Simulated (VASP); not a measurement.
OSZICAR of a VASP run on Cs (bcc):

File OSZICAR:
```
       N       E                     dE             d eps       ncg     rms          rms(c)
DAV:   1     0.518538575269E+02    0.51854E+02   -0.26607E+03   320   0.645E+02
DAV:   2     0.331043333326E+01   -0.48543E+02   -0.48039E+02   416   0.120E+02
DAV:   3    -0.800822264575E+00   -0.41113E+01   -0.41110E+01   328   0.435E+01
DAV:   4    -0.850121354339E+00   -0.49299E-01   -0.49299E-01   584   0.576E+00
DAV:   5    -0.850178093807E+00   -0.56739E-04   -0.56738E-04   440   0.114E-01    0.134E-01
DAV:   6    -0.850605600704E+00   -0.42751E-03   -0.15059E-03   560   0.223E-01    0.904E-02
DAV:   7    -0.851510812907E+00   -0.90521E-03   -0.36936E-03   384   0.361E-01    0.377E-02
DAV:   8    -0.851617092728E+00   -0.10628E-03   -0.14356E-04   464   0.905E-02    0.411E-03
DAV:   9    -0.851618586410E+00   -0.14937E-05   -0.31046E-06   568   0.107E-02    0.272E-03
DAV:  10    -0.851617939097E+00    0.64731E-06   -0.87515E-07   408   0.511E-03
   1 F= -.85161794E+00 E0= -.85107040E+00  d E =-.164263E-02
```

### Question
Which electronic solver shows in the log?

### Answer
It is blocked Davidson (ALGO = Normal, or the opening steps of other solvers). The INCAR had ALGO = Normal.

### Question
Can the final energy be trusted as converged?

### Answer
The calculation finished and met its thresholds. It stopped with EDIFF = 1E-6, NELM = 100 (PBE GGA, plane waves, VASP's PBE PAW potentials (set 64)).

The compound is Cs in the bcc structure. The cell was not relaxed at this level.
